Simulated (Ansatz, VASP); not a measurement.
# Cross-check of TiC between VASP and Ansatz, part 2 of 2

One calculation is typed for both programs; each brings its own data sets. How far apart do they land? The cell is taken from a series of runs on this material, whose earlier steps may have relaxed, scaled, displaced or heated it; both programs get it as it stands.

VASP 6.6.1 and Ansatz 0.2.0.

So far: The starting structure; VASP: zone-centre phonons, PBEsol.

## Step 3: Ansatz: zone-centre phonons, PBEsol

Level of this step: Ansatz beside VASP: Kohn-Sham DFT, plane waves, PBEsol (Ansatz).

Ansatz runs on its PAW soft_1 files.

The same cell, functional, mesh and smearing now go to Ansatz, which takes its cutoff from its data sets.

input.yaml reads:

```yaml
crystal:
  lattice:
    - [-0.0139975156, 2.1389764007, 2.1498311085]
    - [2.1389764007, -0.0139975156, 2.1498311085]
    - [2.1249788851, 2.1249788851, 0.0]
  atoms:
    - { symbol: C, position: [0.5, 0.5, 0.5] }
    - { symbol: Ti, position: [0.0, 0.0, 0.0] }
kpoints:
  mp_grid: { grid: [16, 16, 16] }
hamiltonian:
  xc: pbesol
  pseudopotentials: { kind: paw, azcp: { folder: soft_1 }, xc_functional: pbe }
scf:
  occupations: { method: methfessel_paxton, width: 0.2 }
output:
  eigenvalues: true
phonons:
  method: dfpt
```

The run is started by

```
ansatz run input.yaml --threads 4 --pin off --max-ram 10240MiB --backend cpu --events-out ev --progress --plain --runs-dir out
```

Numbers of over 12 decimals in the logs are rounded to 6 here.

The log of the run:

```text
zone centre: on kpoints.mp_grid the ground state, and the responses unless they are solved on pairs of k-points, stand on 1098 of the mesh's 4096 k-points, reduced under 4 symmetry operations, with k and −k counted as one. Each operation leaves every solved displacement unchanged or reverses it
Engine: ansatz 0.2.0, x86_64-unknown-linux-gnu
Pseudopotentials: kind: paw
Pseudopotential: C, paw, valence charge 4, recommended cutoff 420 eV (normal), soft_1/C.paw.azcp
Pseudopotential: Ti, paw, valence charge 12, recommended cutoff 420 eV (normal), soft_1/Ti.paw.azcp
Functional definition: PBEsol
  exchange = pbesol_x
  correlation = pbesol_c
Crystal: 2 atoms, lattice volume = 19.671 Å³
Basis set: ecut = 420 eV, 375 PW (Γ), exchange–correlation on 48×48×48 points (8 copies of the dense FFT grid, shifted against one another)
Bands: 12, of which v1, the nominal top of the filled ones, is band 8 counted from 1 (7 counted from 0)
Symmetry: 8 space group operations
k-points: 1098 of 4096 (irreducible under 4 space group operations)
Non-local potential: C, projectors of the file, l = 0: 2, l = 1: 2, l = 2: 1
Non-local potential: Ti, projectors of the file, l = 0: 3, l = 1: 2, l = 2: 3, l = 3: 1
PAW form: soft (Blöchl's): semilocal exchange-correlation on the pseudo side does not see the compensation charge
PAW frozen core: C, regenerated for the run's functional, and the local potential with it (the file was generated under x = pbe(κ = 0.804, μ = 0.219515), c = pbe(β = 0.066725))
PAW frozen core: Ti, regenerated for the run's functional, and the local potential with it (the file was generated under x = pbe(κ = 0.804, μ = 0.219515), c = pbe(β = 0.066725))
PAW one-centre angular grid: C, 110 points (default); XC on 64 Gauss nodes
PAW one-centre angular grid: Ti, 590 points (default); XC on 64 Gauss nodes
Initial density: superposition of atomic densities (chi_scale 0.1, normalization cell, long waves kept (reshape's long-wave potential 0.00 eV rms))
Initial wavefunctions: pseudopotential atomic-orbital guess
Functional: x = pbesol(κ = 0.804, μ = 0.123457), c = pbesol(β = 0.046)
SCF iter   1: F=—  HF=-2723.416608 eV  |F-HF|=—  |Δ(HF+E_count)|=         —  Δρ=1.39e-1  dr2=4.90e0  ethr=3.10e-3  ⟨swp⟩=4.2  Hψ=62712  notcnv=0
preconditioner: auto → none  [metal: Δε(μ)=0.027 eV  Ē_g=9.236 eV  σ=0.200 eV  W_gap=0.11  n_scr=8 (ndim 8)  ℏωp=23.7 eV  f_vac=0.000  D(μ)=0.21/eV (n_scr^D=0)  sad-step TF]
SCF iter   2: F=—  HF=-2722.923406 eV  |F-HF|=—  |Δ(HF+E_count)|=   4.93e-1  S|Δr|=    0.00e0  Δρ=9.78e-2  dr2=2.48e0  ethr=3.10e-3  ⟨swp⟩=2.0  Hψ=26263  notcnv=0
SCF iter   3: F=—  HF=-2722.424828 eV  |F-HF|=—  |Δ(HF+E_count)|=   4.99e-1  S|Δr|=    0.00e0  Δρ=8.27e-3  dr2=7.50e-3  ethr=3.10e-3  ⟨swp⟩=2.8  Hψ=26554  notcnv=1
SCF iter   4: F=—  HF=-2722.421909 eV  |F-HF|=—  |Δ(HF+E_count)|=   2.92e-3  S|Δr|=    0.00e0  Δρ=1.41e-3  dr2=1.72e-4  ethr=4.69e-5  ⟨swp⟩=2.0  Hψ=31326  notcnv=0
SCF iter   5: F=—  HF=-2722.422055 eV  |F-HF|=—  |Δ(HF+E_count)|=   1.46e-4  S|Δr|=    0.00e0  Δρ=3.75e-4  dr2=1.95e-5  ethr=1.08e-6  ⟨swp⟩=2.0  Hψ=17582  notcnv=0
SCF iter   6: F=—  HF=-2722.422054 eV  |F-HF|=—  |Δ(HF+E_count)|=   7.83e-7  S|Δr|=    0.00e0  Δρ=3.93e-5  dr2=2.79e-7  ethr=1.22e-7  ⟨swp⟩=2.1  Hψ=20911  notcnv=0
SCF iter   7: F=—  HF=-2722.422055 eV  |F-HF|=—  |Δ(HF+E_count)|=   1.77e-7  S|Δr|=    0.00e0  Δρ=2.56e-6  dr2=9.50e-10  ethr=1.75e-9  ⟨swp⟩=3.0  Hψ=21900  notcnv=0
SCF iter   8: F=—  HF=-2722.422055 eV  |F-HF|=—  |Δ(HF+E_count)|=  3.09e-10  S|Δr|=    0.00e0  Δρ=1.32e-6  dr2=3.64e-10  ethr=5.94e-12  ⟨swp⟩=2.5  Hψ=18081  notcnv=0
SCF iter   9: F=-2722.422055 eV  HF=-2722.422055 eV  |F-HF|=1.82e-12  |Δ(HF+E_count)|=  1.13e-10  S|Δr|=    0.00e0  Δρ=9.30e-8  dr2=2.07e-12  ethr=1.00e-12  ⟨swp⟩=3.7  Hψ=57421  notcnv=0
SCF 1 converged in 9 iterations: F = -2722.422055 eV  dr2 = 2.07e-12
  greatest PAW one-centre occupation: 0.998 electrons in one spin orbital (limit 2), on the Ti atom at site 1 (counted from 0), in its partial waves of l = 0
DFPT response loops at Γ: preconditioner auto → Kerker (q_TF=auto, 2.636 Å⁻¹) (partly filled bands, converged f_vac=0.000); β = 1.00, the filter's whole step (`scf.mixing.beta` (0.50) is not read by the response loops under this deck's `scf.mixing.preconditioner`; to damp them name `kerker` or `kerker_dos`, under which they read `scf.mixing.beta`, and type it under 1.00, their step now; both keys bind the ground state too); Broyden in place of MSR1
SCF converged after 9 iterations
Stability not checked: this state was not tested for a lower state beside it, because cold or Methfessel-Paxton smearing, or corrected tetrahedra, fill the levels in a way that the test cannot read (fill_not_monotonic; see scf.lower_state_search)
Free energy (F): -2722.422055 eV
Harris-Foulkes:  -2722.422055 eV  (|F-HF|=1.82e-12)
Internal energy: -2722.421758 eV  (E = F + TS)
E sigma→0 (E₀):  -2722.421980 eV
Entropy (-TS):   -0.000297 eV (-0.148 meV/atom)
Fermi energy:    15.065106 eV
--- Per-component energies (eV) ---
  E_band       = -103.284068
  E_kinetic    = 367.548540
  E_local      = -810.153034  (includes V_loc(G=0)·N_el)
  E_nonlocal   = 84.572438
  E_hartree    = 319.871112
  E_xc         = -163.857144
  E_vxc        = -205.353828  (∫ρ·V_xc dr)
  E_paw        = -1112.247042  (= ΣΔE_a)
  E_vpaw       = -179.640388  (= ΣTr[D̂ρ^β])
  E_aug_tail   = -0.000064  (compensation charges beyond the density's cutoff)
  E_ewald      = -1408.317048
  E_core_change = 0.160485  (= ΣΔE_core)
  E_smearing   = -0.000297  (= −TS)
  E_closure    = -0.000000  (closes the sum)
  Σ components = -2722.422055   (vs F -2722.422055, Δ=0.00e0)
--- Band table (eV; the first three rows and the last of 1098) ---
  k-point 0: bands = [... 4 lower, 2.5544, 15.6984, 15.7215, 15.8307, 16.7725, 16.8046, 16.8612, 16.8845]
  k-point 1: bands = [... 4 lower, 2.6480, 15.3430, 15.5117, 15.5741, 16.0975, 16.1202, 17.0941, 17.8977]
  k-point 2: bands = [... 4 lower, 2.9228, 14.4505, 14.7313, 14.7861, 16.1568, 16.1979, 17.4259, 19.0035]
  k-point 1097: bands = [... 4 lower, 4.8669, 11.5660, 13.3060, 15.0119, 15.1917, 17.9435, 18.7690, 18.7712]
--- Phonons (Γ-DFPT): 4 representative perturbations + reference, on 1098 of 4096 k-points (Σ response iterations 12) ---
  k mesh reduced under 4 symmetry operations, with k and −k counted as one. Each operation leaves every solved displacement unchanged or reverses it
  ASR residual: 4.585e-5 → 0.000e0 eV/Å²; symmetrization residual: 2.303e-7 eV/Å²
  ASR residual per site (eV/Å²): 5.39e-6 4.58e-5
  Γ frequencies (cm⁻¹): 0.00 0.00 0.00 540.07 543.61 560.99
  non-analytic LO–TO correction: not included (Born effective charges unavailable; polar crystals: no LO–TO splitting at Γ)
```

## Step 4: Differences

Known differences besides the potentials themselves: the cutoff is 420 eV in Ansatz and 600 eV in VASP; Ansatz makes its cores anew for this functional, VASP keeps those of its PBE data sets. Total energies have different zeros and are not compared.

Compared:

```csv
quantity,Ansatz,VASP,difference
optical mode 1 (cm⁻¹),540.1,540.7,-0.11 %
optical mode 2 (cm⁻¹),543.6,544.5,-0.17 %
optical mode 3 (cm⁻¹),561.0,562.0,-0.18 %
```

Modes are paired by rising frequency, not by their patterns, so a pair may set unlike modes beside each other; they are those without the splitting of longitudinal modes.

## Step 5: Results

| Property | Result |
| --- | --- |
| r.m.s. difference of the optical zone-centre modes, each program's sorted by frequency (zone-centre phonons, PBEsol) | 0.85 cm⁻¹ |

What this shows: The r.m.s. difference of the optical zone-centre modes, each program's sorted by frequency is 0.85 cm⁻¹ (zone-centre phonons, PBEsol). Such differences can come from data sets, numerical settings and the points named under the comparisons, not from the functional's error against experiment.

[Lines on the potential files, build, host, timing and source positions are cut from VASP's logs without a mark.]

[Logs are printed without paths, hosts, clocks, repeated set-up lines and the standing remarks that a program may print on its own settings, such as how far it seeks lower states.]

[Hosts, paths, dates, database ids (printed as entryN), source tags and the programs' standing remarks are cut or masked in the printed files.]
